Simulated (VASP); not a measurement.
```
Mg2Si
1.0
    0.00000     3.17318     3.17318
    3.17318     0.00000     3.17318
    3.17318     3.17318     0.00000
Mg Si
2 1
Direct
  0.25000   0.25000   0.25000
  0.75000   0.75000   0.75000
  0.00000   0.00000   0.00000
```

Calculation: vdW-DF-cx, VASP's PBE PAW potentials (set 64) (plane waves; VASP). Settings: 520 eV cut-off, Gaussian smearing of 0.050 eV, potentials Mg Si.

Q: Predict the band gap (along the path) with the smallest direct gap where there is one.

A: 
```
Quantity                                Value
------------------------------------  -------
band gap (along the path)             0.18 eV
smallest direct gap (along the path)  1.94 eV
```

The absolute energy has meaning only against runs of the same code, potentials and settings.

The compound is Mg2Si in the antifluorite structure. It was relaxed first.
